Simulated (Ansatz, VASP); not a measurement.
# Ni (Nickel) in two plane-wave programs, part 2 of 2

One calculation is typed for both programs; each brings its own data sets. How far apart do they land? The two relaxations start from unlike cells of this crystal (the structure described is Ansatz's start), so only their ends are compared.

VASP 6.6.1 and Ansatz 0.2.0.

So far: The structure; Ansatz: relaxation of cell and atoms, LDA, DFT+U.

## (3) VASP: relaxation of cell and atoms, LDA, DFT+U

Level of this step: LDA, DFT+U (Ni d 3.1 eV), spin-polarised from a ferromagnetic start (one magnetic atom a cell); plane waves and PAW (Ni) (VASP).

Its own start cell and the same functional (in two slightly different forms), mesh and smearing now go to VASP, with its own data sets.

Lines of VASP's logs that name or quote its potential files are left out, and so is its time.

File INCAR:

```
SYSTEM = Ni
PREC = Accurate
ENCUT = 600
EDIFF = 1E-07
NELM = 200
ISMEAR = 0
SIGMA = 0.1
LREAL = .FALSE.
ALGO = Normal
GGA = CA
NBANDS = 12
ISPIN = 2
MAGMOM = 0.66
LDAU = .TRUE.
LDAUTYPE = 2
LDAUL = 2
LDAUU = 3.1
LDAUJ = 0
LDAUPRINT = 1
LASPH = .TRUE.
LMAXMIX = 4
LORBIT = 11
LWAVE = .FALSE.
LCHARG = .FALSE.
ISIF = 3
IBRION = 2
NSW = 80
EDIFFG = -0.005
GGA_COMPAT = .FALSE.
NELMIN = 4
KPAR = 2
```

File POSCAR:

```
Ni
1.0
    0.0000000000      1.6877196289      1.6877196289
    1.6877196289      0.0000000000      1.6877196289
    1.6877196289      1.6877196289      0.0000000000
Ni
1
Direct
    0.0000000000      0.0000000000      0.0000000000
```

File KPOINTS:

```
Automatic mesh
0
Gamma
18 18 18
0 0 0
```

The projector-augmented-wave data sets are Ni (LDA family, release 64).

Started as:

```
mpirun -np 2 vasp_std
```

Numbers of over 12 decimals in the logs are rounded to 6 here.

Output:

```text
[banner, memory and clock lines left out]
running    2 mpi-ranks, on    1 nodes
 distrk:  each k-point on    1 cores,    2 groups
 distr:  one band on    1 cores,    1 groups

 POSCAR found type information on POSCAR Ni
 POSCAR found :  1 types and       1 ions
 LDA part: xc-table for (Slater(with rela. corr.)+CA(PZ))
 , standard interpolation
 POSCAR, INCAR and KPOINTS ok, starting setup
 FFT: planning ... GRIDC
 FFT: planning ... GRID_SOFT
 FFT: planning ... GRID
 WAVECAR not read
 entering main loop
       N       E                     dE             d eps       ncg     rms          rms(c)
DAV:   1     0.358305554704E+02    0.35831E+02   -0.50607E+03  9680   0.125E+03
DAV:   2    -0.399224807429E+01   -0.39823E+02   -0.37403E+02  9928   0.191E+02
DAV:   3    -0.547617676829E+01   -0.14839E+01   -0.14696E+01 10744   0.400E+01
DAV:   4    -0.548679066149E+01   -0.10614E-01   -0.10612E-01 10612   0.315E+00
DAV:   5    -0.548693826244E+01   -0.14760E-03   -0.14760E-03 11112   0.353E-01    0.113E+01
DAV:   6    -0.488525176593E+01    0.60169E+00   -0.10267E+01 12024   0.448E+01    0.477E+00
DAV:   7    -0.468796571871E+01    0.19729E+00   -0.14658E+00 11876   0.165E+01    0.242E+00
DAV:   8    -0.467504662779E+01    0.12919E-01   -0.28321E-02 10304   0.146E+00    0.963E-01
DAV:   9    -0.467474341813E+01    0.30321E-03   -0.15767E-03 11200   0.363E-01    0.279E-01
DAV:  10    -0.467486686198E+01   -0.12344E-03   -0.62770E-04 10648   0.233E-01    0.567E-02
DAV:  11    -0.467494181045E+01   -0.74948E-04   -0.77234E-05 10740   0.106E-01    0.604E-02
DAV:  12    -0.467494529095E+01   -0.34805E-05   -0.14820E-05 11016   0.361E-02    0.164E-02
DAV:  13    -0.467494653811E+01   -0.12472E-05   -0.29213E-06 10736   0.152E-02    0.232E-03
DAV:  14    -0.467494656362E+01   -0.25512E-07   -0.44809E-08  6984   0.214E-03
   1 F= -.46749466E+01 E0= -.46720339E+01  d E =-.467495E+01  mag=     0.6177
 curvature:   0.00 expect dE= 0.000E+00 dE for cont linesearch  0.000E+00
 trial: gam= 0.00000 g(F)=  0.101E-62 g(S)=  0.507E-05 ort = 0.000E+00 (trialstep = 0.100E+01)
 search vector abs. value=  0.507E-05
 bond charge predicted
       N       E                     dE             d eps       ncg     rms          rms(c)
DAV:   1    -0.467507702363E+01   -0.13049E-03   -0.17710E-03 11888   0.622E-01    0.988E-02
DAV:   2    -0.467498264000E+01    0.94384E-04   -0.15524E-03 11992   0.522E-01    0.458E-02
DAV:   3    -0.467494937567E+01    0.33264E-04   -0.21222E-04 11876   0.205E-01    0.155E-02
DAV:   4    -0.467494674840E+01    0.26273E-05   -0.17373E-06 10368   0.105E-02    0.897E-03
DAV:   5    -0.467494635945E+01    0.38895E-06   -0.83349E-07 12096   0.548E-03    0.145E-03
DAV:   6    -0.467494639117E+01   -0.31717E-07   -0.32018E-08  5084   0.129E-03
   2 F= -.46749464E+01 E0= -.46720360E+01  d E =0.172455E-06  mag=     0.6176
 trial-energy change:    0.000000  1 .order    0.000000   -0.000005    0.000006
 step:   0.4764(harm=  0.4764)  dis= 0.00000  next Energy=    -4.674948 (dE=-0.121E-05)
 bond charge predicted
       N       E                     dE             d eps       ncg     rms          rms(c)
DAV:   1    -0.467498377629E+01   -0.37417E-04   -0.48004E-04 11916   0.325E-01    0.518E-02
DAV:   2    -0.467495778263E+01    0.25994E-04   -0.42645E-04 11964   0.273E-01    0.241E-02
DAV:   3    -0.467494867821E+01    0.91044E-05   -0.58327E-05 11856   0.107E-01    0.818E-03
DAV:   4    -0.467494795823E+01    0.71997E-06   -0.48417E-07 10116   0.554E-03    0.472E-03
DAV:   5    -0.467494785719E+01    0.10104E-06   -0.21948E-07  7268   0.286E-03    0.752E-04
DAV:   6    -0.467494786794E+01   -0.10750E-07   -0.16588E-08  4876   0.938E-04
   3 F= -.46749479E+01 E0= -.46720365E+01  d E =-.130432E-05  mag=     0.6176
 curvature:  -0.24 expect dE=-0.253E-09 dE for cont linesearch -0.253E-09
 trial: gam= 0.00000 g(F)=  0.751E-62 g(S)=  0.106E-08 ort =-0.734E-07 (trialstep = 0.895E+00)
 search vector abs. value=  0.116E-08
 reached required accuracy - stopping structural energy minimisation
```

Parts of OUTCAR (step 3):

```text
ion  position               nearest neighbor table
   1  0.000  0.000  0.000-

  LATTYP: Found a face centered cubic cell.
 ALAT       =     3.3754392578

 Subroutine GETGRP returns: Found 48 space group operations
 (whereof 48 operations were pure point group operations)

The static configuration has the point symmetry O_h .

 Found    195 irreducible k-points:

   k-points           NKPTS =    195   k-points in BZ     NKDIM =    195   number of bands    NBANDS=     12

   dimension x,y,z NGX =    20 NGY =   20 NGZ =   20
   dimension x,y,z NGXF=    40 NGYF=   40 NGZF=   40

   ENCUT  =  600.0 eV  44.10 Ry    6.64 a.u.   4.77  4.77  4.77*2*pi/ulx,y,z

   NELECT =      10.0000    total number of electrons

 k-points in reciprocal lattice and weights: Automatic mesh
   0.00000000  0.00000000  0.00000000       0.000
   0.05555556  0.00000000  0.00000000       0.001
   0.11111111  0.00000000  0.00000000       0.001
   0.16666667  0.00000000  0.00000000       0.001
   0.22222222  0.00000000  0.00000000       0.001
   0.27777778  0.00000000  0.00000000       0.001
   0.33333333  0.00000000  0.00000000       0.001
   0.38888889  0.00000000  0.00000000       0.001
   0.44444444  0.00000000  0.00000000       0.001
[...]
-0.27777778  0.44444444  0.22222222       0.004
  -0.27777778  0.50000000  0.22222222       0.002

atom =   1  type =  1  l = 2

 onsite density matrix

spin component  1

  0.9187  0.0000 -0.0000  0.0000 -0.0000
  0.0000  0.9187 -0.0000  0.0000  0.0000
 -0.0000 -0.0000  0.9281 -0.0000  0.0000
  0.0000  0.0000 -0.0000  0.9187  0.0000
 -0.0000  0.0000  0.0000  0.0000  0.9281

spin component  2

  0.7278 -0.0000  0.0000 -0.0000 -0.0000
 -0.0000  0.7278  0.0000 -0.0000 -0.0000
  0.0000  0.0000  0.8827  0.0000  0.0000
 -0.0000 -0.0000  0.0000  0.7278 -0.0000
 -0.0000 -0.0000  0.0000 -0.0000  0.8827

 occupancies and eigenvectors

  o =  0.7278  v =  0.0000  0.0000  0.0000  0.0000  0.0000  1.0000  0.0000  0.0000  0.0000  0.0000      0.0000  0.0000  0.0000  0.0000  0.0000  0.0000  0.0000  0.0000  0.0000  0.0000
  o =  0.7278  v =  0.0000  0.0000  0.0000  0.0000  0.0000  0.0000 -0.9974  0.0000  0.0718 -0.0000      0.0000  0.0000  0.0000  0.0000  0.0000  0.0000  0.0000  0.0000  0.0000  0.0000
  o =  0.7278  v =  0.0000  0.0000  0.0000  0.0000  0.0000  0.0000 -0.0718  0.0000 -0.9974 -0.0000      0.0000  0.0000  0.0000  0.0000  0.0000  0.0000  0.0000  0.0000  0.0000  0.0000
  o =  0.8827  v =  0.0000  0.0000  0.0000  0.0000  0.0000  0.0000 -0.0000 -1.0000 -0.0000  0.0055      0.0000  0.0000  0.0000  0.0000  0.0000  0.0000  0.0000  0.0000  0.0000  0.0000
  o =  0.8827  v =  0.0000  0.0000  0.0000  0.0000  0.0000  0.0000  0.0000 -0.0055  0.0000 -1.0000      0.0000  0.0000  0.0000  0.0000  0.0000  0.0000  0.0000  0.0000  0.0000  0.0000
  o =  0.9187  v =  1.0000  0.0000  0.0000  0.0000  0.0000  0.0000  0.0000  0.0000  0.0000  0.0000      0.0000  0.0000  0.0000  0.0000  0.0000  0.0000  0.0000  0.0000  0.0000  0.0000
  o =  0.9187  v =  0.0000 -0.9980  0.0000  0.0636 -0.0000  0.0000  0.0000  0.0000  0.0000  0.0000      0.0000  0.0000  0.0000  0.0000  0.0000  0.0000  0.0000  0.0000  0.0000  0.0000
  o =  0.9187  v =  0.0000  0.0636 -0.0000  0.9980 -0.0000  0.0000  0.0000  0.0000  0.0000  0.0000      0.0000  0.0000  0.0000  0.0000  0.0000  0.0000  0.0000  0.0000  0.0000  0.0000
  o =  0.9281  v =  0.0000 -0.0000 -1.0000 -0.0000 -0.0029  0.0000  0.0000  0.0000  0.0000  0.0000      0.0000  0.0000  0.0000  0.0000  0.0000  0.0000  0.0000  0.0000  0.0000  0.0000
  o =  0.9281  v =  0.0000 -0.0000 -0.0029  0.0000  1.0000  0.0000  0.0000  0.0000  0.0000  0.0000      0.0000  0.0000  0.0000  0.0000  0.0000  0.0000  0.0000  0.0000  0.0000  0.0000

 average (electrostatic) potential at core
       1 -80.0692

 E-fermi :  10.3985

 spin component 1
 k-point     1 :       0.0000    0.0000    0.0000
  band No.  band energies     occupation
    ...
      2       7.1439      1.00000
      3       7.1439      1.00000
      4       7.1439      1.00000
      5       8.5902      1.00000
      6       8.5902      1.00000
      7      35.7139      0.00000
      8      40.4978      0.00000
      9      40.4978      0.00000
     10      40.4978      0.00000
     11      41.7434      0.00000
    ...

 k-point     2 :       0.0556    0.0000    0.0000
  band No.  band energies     occupation
    ...
      2       7.1067      1.00000
      3       7.1781      1.00000
      4       7.1781      1.00000
      5       8.5758      1.00000
      6       8.5758      1.00000
      7      35.1931      0.00000
      8      38.5694      0.00000
      9      39.8648      0.00000
     10      39.8648      0.00000
     11      42.5218      0.00000
    ...

 k-point     3 :       0.1111    0.0000    0.0000
  band No.  band energies     occupation
    ...
      2       7.0086      1.00000
      3       7.2680      1.00000
      4       7.2680      1.00000
      5       8.5447      1.00000
      6       8.5447      1.00000
      7      33.2127      0.00000
      8      37.2686      0.00000
      9      39.0196      0.00000
     10      39.0196      0.00000
     11      43.7029      0.00000
    ...

 k-point     4 :       0.1667    0.0000    0.0000
  band No.  band energies     occupation
    ...
      2       6.8920      1.00000
      3       7.3722      1.00000
      4       7.3722      1.00000
      5       8.5356      1.00000
      6       8.5356      1.00000
      7      30.4056      0.00000
      8      36.6707      0.00000
      9      38.3209      0.00000
     10      38.3209      0.00000
     11      44.4152      0.00000
    ...

 k-point     5 :       0.2222    0.0000    0.0000
  band No.  band energies     occupation
    ...
      2       6.8414      1.00000
      3       7.4282      1.00000
      4       7.4282      1.00000
      5       8.6052      1.00000
      6       8.6052      1.00000
      7      27.5011      0.00000
      8      36.1317      0.00000
      9      37.8024      0.00000
     10      37.8024      0.00000
     11      43.8452      0.00000
    ...

 k-point     6 :       0.2778    0.0000    0.0000
  band No.  band energies     occupation
    ...
      2       7.0185      1.00000
      3       7.4030      1.00000
      4       7.4030      1.00000
      5       8.7752      1.00000
      6       8.7752      1.00000
      7      24.6911      0.00000
      8      35.5596      0.00000
      9      37.4698      0.00000
     10      37.4698      0.00000
     11      42.5717      0.00000
    ...

  Total        0.0000856      0.0000856      0.0000856     -0.0000000      0.0000000     -0.0000000
  in kB        0.0142770      0.0142770      0.0142770     -0.0000000      0.0000000     -0.0000000
  external PRESSURE =       0.0142770 kB  Pullay stress =       0.0000000 kB

  energy-cutoff  :      600.00
  volume of cell :        9.61
      direct lattice vectors                 reciprocal lattice vectors
    -0.000000000  1.687489995  1.687489995    -0.296298053  0.296298053  0.296298053
     1.687489995  0.000000000  1.687489995     0.296298053 -0.296298053  0.296298053
     1.687489995  1.687489995  0.000000000     0.296298053  0.296298053 -0.296298053

 POSITION                                       TOTAL-FORCE (eV/Angst)
 -----------------------------------------------------------------------------------
      0.00000      0.00000      0.00000         0.000000      0.000000      0.000000
 -----------------------------------------------------------------------------------
    total drift:                                0.000000     -0.000000      0.000000

  FREE ENERGIE OF THE ION-ELECTRON SYSTEM (eV)
  ---------------------------------------------------
  free  energy   TOTEN  =        -4.6749478679 eV

  energy  without entropy=       -4.6691251044  energy(sigma->0) =       -4.67203649

 reached required accuracy - stopping structural energy minimisation

 total charge
# of ion       s       p       d       tot
------------------------------------------
    1        0.540   0.564   8.529   9.633

 magnetization (x)
# of ion       s       p       d       tot
------------------------------------------
    1       -0.010  -0.031   0.665   0.624

[... 6 further parts left out ...]
```

CONTCAR:

```
Ni
   1.00000000000000
    -0.0000000000000000    1.6874899952380475    1.6874899952380475
     1.6874899952380475    0.0000000000000000    1.6874899952380475
     1.6874899952380475    1.6874899952380475    0.0000000000000000
  Ni
     1
Direct
     0.0000000000000000    0.0000000000000000    0.0000000000000000
```

The cell holds one magnetic atom, so no antiferromagnetic order fits into it. A U on the itinerant d states of such a compound is hard to justify; it moves the bands at the Fermi level and favours large moments.

## (4) Side by side

Known differences besides the potentials themselves: VASP starts from the moments at which Ansatz ended; U acts on the PAW sphere in VASP and on atomic orbitals in Ansatz, so only states and trends compare; the two LDA forms differ slightly; the data sets hold 18 valence electrons in Ansatz (on its default PAW (the set named soft_2) files) and 10 in VASP; the cutoff is 420 eV in Ansatz and 600 eV in VASP; VASP's log shows a relativistic correction to its local exchange, Ansatz's none; Ansatz adds a Pulay correction to the stress that steers its cell, VASP none; site moments are counted in spheres of each program's own size. Total energies have different zeros and are not compared.

Both answers:

| quantity | Ansatz | VASP | difference |
| --- | --- | --- | --- |
| volume (Å³) | 10.02 | 9.61 | +4.28 % |
| edge a after relaxation, in the typed setting (Å) | 2.420 | 2.386 | +1.40 % |
| total moment (μB) | 0.62 | 0.62 | 0.00 |
| moment on Ni1 (μB) | 0.66 | 0.62 | +0.03 |

## (5) Results

| Item | Value |
| --- | --- |
| difference in volume (relaxation of cell and atoms, LDA, DFT+U) | 4.3 % |

The difference in volume is 4.3 % (relaxation of cell and atoms, LDA, DFT+U). The data sets hold unlike numbers of valence electrons (18 in Ansatz and 10 in VASP), so part of the differences comes from the potentials. What causes the difference of the relaxation of cell and atoms, LDA, DFT+U pair stays open here. 3 further runs of this series are not shown here. How closely two codes agree says nothing of how well the functional describes the real material.

[Lines on the potential files, build, host, timing and source positions are cut from VASP's logs without a mark.]

[Logs are printed without paths, hosts, clocks, repeated set-up lines and the standing remarks that a program may print on its own settings, such as how far it seeks lower states.]

[Hosts, paths, dates, database ids (printed as entryN), source tags and the programs' standing remarks are cut or masked in the printed files.]
